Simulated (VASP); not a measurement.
Data:

```
CuCl
1.0
    0.00000     2.70860     2.70860
    2.70860     0.00000     2.70860
    2.70860     2.70860     0.00000
Cu Cl
1 1
Cartesian
  5.41720   5.41720   5.41720
  1.35430   1.35430   1.35430
```

All values below come from PBE GGA, VASP's PBE PAW potentials (set 64) (plane waves; VASP 6.6.1). Numerical set-up: 400 eV cut-off, 19×19×19 Γ-centred mesh, Gaussian smearing of 0.010 eV, potentials Cu Cl.

Question: The job: CuCl (zinc blende), 2 atoms, PBE, optics run with many empty bands, 400 eV, 19×19×19 Γ-centred mesh. Roughly how much core time does it take on a busy server core?

Answer: About 7 core-minutes (one run on a shared machine, a rough figure). It had 220 irreducible k-points, 39 bands, up to 742 plane waves and 14 electronic steps.

The compound is CuCl in the zinc blende structure. It was relaxed first.
